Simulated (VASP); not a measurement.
# TiGa11As12 (a cell with a defect) in VASP: further runs, part 2 of 2

VASP 6.6.1. Earlier steps stand in the parts before.

## (3) Single point, PBEsol+U, collinear spin, zero start

Input file INCAR:

```
SYSTEM = TiGa11As12
ALGO = Normal
EDIFF = 1E-5
ENCUT = 350
GGA = PS
ISIF = 2
ISMEAR = 0
ISPIN = 2
ISYM = 0
KPAR = 2
LASPH = .True.
LCHARG = .False.
LDAU = .True.
LDAUJ = 0 0 0
LDAUL = 2 -1 -1
LDAUPRINT = 1
LDAUTYPE = 2
LDAUU = 3 0 0
LMAXMIX = 4
LORBIT = 11
LREAL = Auto
LWAVE = .False.
MAGMOM = 0 0 0 0 0 0 0 0 0 0 0 0 0 0 0 0 0 0 0 0 0 0 0 0
NELECT = 216.0
NELM = 120
NUPDOWN = 0
PREC = Accurate
SIGMA = 0.03
```

Input file KPOINTS:

```
k-points
0
Gamma
  2 2 2
  0 0 0
```

Input file POSCAR:

```
TiGa11As12                              
1.0
    0.0000000000      8.4805500000      8.4805500000
    5.6537000000      0.0000000000      5.6537000000
    5.6537000000      5.6537000000      0.0000000000
  Ti              Ga              As            
     1    11    12
Direct
     0.9926381835577227    0.0019685736489561    0.0024657738609093
     0.0028433883730136    0.0023238777615191    0.4966099647896349
     0.0027388380141165    0.4963320272198283    0.0044235712854804
     0.0025295375034617    0.4959625439634510    0.4981723206464916
     0.3284456989479638    0.0041527165362125    0.0060427803153396
     0.3343287589517888    0.0015961291448685    0.4963909686238455
     0.3342680452194948    0.4946320526550666    0.0035992306554386
     0.3305823969556592    0.5013591372230209    0.5033091869673131
     0.6683855160588784    0.9990594942755628    0.9997331489058238
     0.6612454487341647    0.0019918804279101    0.5058397162368349
     0.6614057662082203    0.5044557918217246    0.0035164998153767
     0.6668439088165393    0.5000835707673850    0.5013472121598026
     0.0827009848401704    0.1258364375254044    0.1262106578957913
     0.0867503277638514    0.1248869366637731    0.6192766258316094
     0.0867045807368016    0.6188488035308185    0.1270733670644161
     0.0807981982700602    0.6258613076320773    0.6279807620030016
     0.4215006156148377    0.1204626895245610    0.1221328521577745
     0.4123284799576489    0.1255153374985406    0.6317615023029876
     0.4124310180017434    0.6298589957658709    0.1275039892857689
     0.4166770313797328    0.6249077107797910    0.6268760166280057
     0.7354361736070519    0.1333719400290475    0.1346125856362556
     0.7518217198484120    0.1241651680634985    0.6247775058050848
     0.7517841745172710    0.6240241432501413    0.1253740983020872
     0.7503282081213986    0.6252457342909790    0.6268736628249143
```

Potentials or basis: VASP PAW PBE potentials, release 64 (Ti_sv, Ga_d, As).

Run with:

```
$ cat potpaw_PBE.64/Ti_sv/POTCAR potpaw_PBE.64/Ga_d/POTCAR potpaw_PBE.64/As/POTCAR > POTCAR
$ mpirun -np 4 vasp_std > vasp.out
```

OUTCAR:

```text
SYSTEM = TiGa11As12
   EDIFF = 1E-5
   ENCUT = 350
   GGA = PS
   ISIF = 2
   ISMEAR = 0
   ISPIN = 2
   ISYM = 0
   LASPH = .True.
   LORBIT = 11
   LREAL = Auto
   NELECT = 216.0
   NELM = 120
   NUPDOWN = 0
   PREC = Accurate

 ion  position               nearest neighbor table
   1  0.993  0.002  0.002-  13 2.50  15 2.50  14 2.50  21 2.52
   2  0.003  0.002  0.497-  13 2.42  14 2.42  22 2.46  16 2.46
   3  0.003  0.496  0.004-  13 2.42  15 2.42  23 2.46  16 2.46
   4  0.003  0.496  0.498-  14 2.42  15 2.42  16 2.46  24 2.47
   5  0.328  0.004  0.006-  13 2.41  17 2.43  18 2.44  19 2.44
   6  0.334  0.002  0.496-  14 2.42  17 2.44  18 2.46  20 2.46
[... 16 lines left out ...]
  23  0.752  0.624  0.125-   9 2.45  12 2.45   3 2.46  11 2.46
  24  0.750  0.625  0.627-  12 2.45  11 2.46  10 2.46   4 2.47

IMPORTANT INFORMATION: All symmetrisations will be switched off!
NOSYMM: (Re-)initialisation of all symmetry stuff for point group C_1.

----------------------------------------------------------------------------------------

                                     Primitive cell

  volume of cell :     542.1501

  direct lattice vectors                    reciprocal lattice vectors
     0.000000000  8.480550000  8.480550000    -0.058958440  0.058958440  0.058958440
     5.653700000  0.000000000  5.653700000     0.088437660 -0.088437660  0.088437660
     5.653700000  5.653700000  0.000000000     0.088437660  0.088437660 -0.088437660

  length of vectors
    11.993308826  7.995539218  7.995539218     0.102119014  0.153178521  0.153178521

  position of ions in fractional coordinates (direct lattice)
     0.992638184  0.001968574  0.002465774
     0.002843388  0.002323878  0.496609965
     0.002738838  0.496332027  0.004423571
     0.002529538  0.495962544  0.498172321
     0.328445699  0.004152717  0.006042780
     0.334328759  0.001596129  0.496390969
[... 16 lines left out ...]
     0.751784175  0.624024143  0.125374098
     0.750328208  0.625245734  0.626873663

  ion indices of the primitive-cell ions
   primitive index   ion index
                 1           1
                 2           2
                 3           3
                 4           4
                 5           5
                 6           6
[... 16 lines left out ...]
                23          23
                24          24

----------------------------------------------------------------------------------------

 KPOINTS: k-points

Automatic generation of k-mesh.
 Grid dimensions read from file:
 generate k-points for:    2    2    2

 Generating k-lattice:

  Cartesian coordinates                     Fractional coordinates (reciprocal lattice)
    -0.029479220  0.029479220  0.029479220     0.500000000  0.000000000  0.000000000
     0.044218830 -0.044218830  0.044218830     0.000000000  0.500000000  0.000000000
     0.044218830  0.044218830 -0.044218830     0.000000000  0.000000000  0.500000000

  Length of vectors
     0.051059507  0.076589260  0.076589260
[... 106 lines left out ...]
  o =  0.1679  v =  0.0349 -0.8973 -0.0523 -0.4128 -0.1429  0.0000  0.0000  0.0000  0.0000  0.0000      0.0000  0.0000  0.0000  0.0000  0.0000  0.0000  0.0000  0.0000  0.0000  0.0000
  o =  0.1689  v =  0.4059  0.4023 -0.1560 -0.8043 -0.0465  0.0000  0.0000  0.0000  0.0000  0.0000      0.0000  0.0000  0.0000  0.0000  0.0000  0.0000  0.0000  0.0000  0.0000  0.0000
  o =  0.1731  v =  0.0000  0.0000  0.0000  0.0000  0.0000 -0.8881  0.0089  0.4047 -0.1075  0.1894      0.0000  0.0000  0.0000  0.0000  0.0000  0.0000  0.0000  0.0000  0.0000  0.0000
  o =  0.1733  v =  0.8382 -0.1356  0.4369  0.2624  0.1386  0.0000  0.0000  0.0000  0.0000  0.0000      0.0000  0.0000  0.0000  0.0000  0.0000  0.0000  0.0000  0.0000  0.0000  0.0000
  o =  0.1945  v =  0.0000  0.0000  0.0000  0.0000  0.0000  0.2656 -0.0245  0.5235  0.6421  0.4924      0.0000  0.0000  0.0000  0.0000  0.0000  0.0000  0.0000  0.0000  0.0000  0.0000
  o =  0.1961  v =  0.3523 -0.0232 -0.7359  0.3361 -0.4699  0.0000  0.0000  0.0000  0.0000  0.0000      0.0000  0.0000  0.0000  0.0000  0.0000  0.0000  0.0000  0.0000  0.0000  0.0000
  o =  0.2279  v = -0.0853  0.1183  0.4904 -0.0293 -0.8587  0.0000  0.0000  0.0000  0.0000  0.0000      0.0000  0.0000  0.0000  0.0000  0.0000  0.0000  0.0000  0.0000  0.0000  0.0000
  o =  0.2322  v =  0.0000  0.0000  0.0000  0.0000  0.0000 -0.0918  0.2695 -0.5799 -0.0624  0.7608      0.0000  0.0000  0.0000  0.0000  0.0000  0.0000  0.0000  0.0000  0.0000  0.0000

 number of electron     216.0000011 magnetization       0.0000000

 Free energy of the ion-electron system (eV)
  ---------------------------------------------------
  ext. energy  EPLUGINS =         0.00000000
  ---------------------------------------------------
  free energy    TOTEN  =      -105.30627719 eV

  energy without entropy =     -105.29912926  energy(sigma->0) =     -105.30270323

 E-fermi :   4.7933     XC(G=0):  -9.8184

 val. band max:        4.7901876832   @ k =   0.5000   0.0000   0.5000
 cond. band min:       4.7808630398   @ k =   0.5000   0.5000   0.0000
 fundamental gap:     -0.0093246434
 Fermi energy:         4.7792150647

 spin component 1

 k-point     1 :       0.0000    0.0000    0.0000
  band No.  band energies     occupation
      1     -53.3540      1.00000
      2     -29.7754      1.00000
      3     -29.7488      1.00000
      4     -29.6605      1.00000
      5     -10.9868      1.00000
      6     -10.9844      1.00000
[... 973 lines left out ...]
    119       6.7367      0.00000
    120       7.1173      0.00000
 Fermi energy:         4.7933376911

 spin component 2

 k-point     1 :       0.0000    0.0000    0.0000
  band No.  band energies     occupation
      1     -53.3527      1.00000
      2     -29.7768      1.00000
      3     -29.7406      1.00000
      4     -29.6642      1.00000
      5     -10.9866      1.00000
      6     -10.9841      1.00000
[... 973 lines left out ...]
    119       6.7383      0.00000
    120       7.1033      0.00000
 [bands above 120 left out]

------------------------ aborting loop because EDIFF is reached ----------------------------------------

  FORCE on cell =-STRESS in cart. coord.  units (eV):
  Direction    XX          YY          ZZ          XY          YZ          ZX
  --------------------------------------------------------------------------------------
  -------------------------------------------------------------------------------------
  Total       14.6647805     14.6388493     14.7676493      1.2218926     -1.3437643      1.2005163
  in kB       43.3377755     43.2611428     43.6417762      3.6109716     -3.9711305      3.5477998
  external PRESSURE =      43.4135648 kB  Pullay stress =       0.0000000 kB

 VOLUME and BASIS-vectors are now :
 -----------------------------------------------------------------------------
  energy-cutoff  :      350.00
  volume of cell :      542.15
      direct lattice vectors                 reciprocal lattice vectors
     0.000000000  8.480550000  8.480550000    -0.058958440  0.058958440  0.058958440
     5.653700000  0.000000000  5.653700000     0.088437660 -0.088437660  0.088437660
     5.653700000  5.653700000  0.000000000     0.088437660  0.088437660 -0.088437660

 POSITION                                       TOTAL-FORCE (eV/Angst)
 -----------------------------------------------------------------------------------
      0.02507      8.43206      8.42925         0.125353     -0.073163     -0.073920
      2.82082      2.83180      0.03725         0.004947      0.058286     -0.271371
      2.83112      0.04824      2.82934         0.000336     -0.264353      0.055155
      5.62054      2.83797      2.82548         0.287357     -0.009073     -0.008336
      0.05764      2.81956      2.80888        -0.194036      0.106520      0.104233
      2.81547      5.64174      2.84432        -0.103407      0.182789      0.049316
[... 16 lines left out ...]
      4.23687      7.08437      9.90359         0.062626      0.031826     -0.023498
      7.07911      9.90735      9.89815        -0.044423     -0.047998     -0.041649
 -----------------------------------------------------------------------------------
    total drift:                                0.006695     -0.001895      0.000695

  FREE ENERGIE OF THE ION-ELECTRON SYSTEM (eV)
  ---------------------------------------------------
  free  energy   TOTEN  =      -105.3062771945 eV

  energy  without entropy=     -105.2991292608  energy(sigma->0) =     -105.30270323

 total charge

# of ion       s       p       d       tot
------------------------------------------
    1        2.210   6.114   1.849  10.173
    2        0.900   0.813   9.997  11.710
    3        0.901   0.813   9.997  11.711
    4        0.906   0.806   9.995  11.706
    5        0.892   0.830   9.999  11.721
    6        0.903   0.807   9.995  11.705
[... 16 lines left out ...]
   23        1.215   1.603   0.032   2.849
   24        1.218   1.597   0.031   2.847
--------------------------------------------------
tot         26.647  34.470 112.204 173.321

 magnetization (x)

# of ion       s       p       d       tot
------------------------------------------
    1       -0.000  -0.000   0.004   0.004
    2        0.001   0.000  -0.000   0.002
    3       -0.001  -0.000  -0.000  -0.002
    4       -0.002  -0.000   0.000  -0.002
    5        0.001   0.000  -0.000   0.002
    6        0.000   0.000   0.000   0.000
[... 16 lines left out ...]
   23       -0.000   0.000  -0.000  -0.000
   24        0.000  -0.000  -0.000  -0.000
--------------------------------------------------
tot         -0.001   0.000   0.004   0.003
```

It took 18 min on 4 MPI ranks of Intel Xeon 6975P-C (Granite Rapids), shared host; peak memory 0.56 GiB.

Results:

| Property | Result |
| --- | --- |
| Free energy | -105.3063 eV |
| Largest force | 0.512 eV/Å |
| Net moment | 0.00 μB per cell |
| Valence electrons inside the program's atomic spheres | Ti 10.17; Ga 11.71, 11.72, 11.69, 11.70; As 2.90, 2.89, 2.85, 2.87 |

Forces in eV/Å, atoms in the order of the input:
```
Ti   0.125 -0.073 -0.074
Ga   0.005  0.058 -0.271
Ga   0.000 -0.264  0.055
Ga   0.287 -0.009 -0.008
Ga  -0.194  0.107  0.104
Ga  -0.103  0.183  0.049
Ga  -0.101  0.051  0.184
Ga   0.030  0.037  0.034
Ga  -0.216  0.015  0.006
Ga   0.036  0.200 -0.079
Ga   0.042 -0.082  0.200
Ga   0.029  0.021  0.021
As  -0.359 -0.241 -0.253
As   0.213  0.322 -0.327
As   0.209 -0.332  0.329
As  -0.003  0.047  0.059
As   0.116 -0.080 -0.080
As   0.035 -0.071 -0.003
As   0.034 -0.009 -0.068
As   0.015 -0.054 -0.052
As  -0.278  0.211  0.207
As   0.059 -0.020  0.032
As   0.063  0.032 -0.023
As  -0.044 -0.048 -0.042
```

Eigenvalues of the final occupation matrices:
```csv
site,spin,trace,eigenvalues
site 1 d,1,0.93,0.17 0.17 0.17 0.20 0.23
site 1 d,2,0.93,0.17 0.17 0.17 0.19 0.23
```

Caveat: the k mesh is coarse (spacing up to 0.48 Å⁻¹), so the values aren't converged; the cell is charged against a uniform background, so pressure and absolute levels hang on convention; the cutoff is under 1.25 times the usual one of these potentials, so pressure, stress and relaxed cells hold a basis-set (Pulay) error; the PAW data sets were made with another functional, which shifts forces and pressure a little; the total moment is fixed, so each spin has its own Fermi level; the U is typed as a test and isn't derived for this compound. The state reached can hang on the start; a lower one may exist.
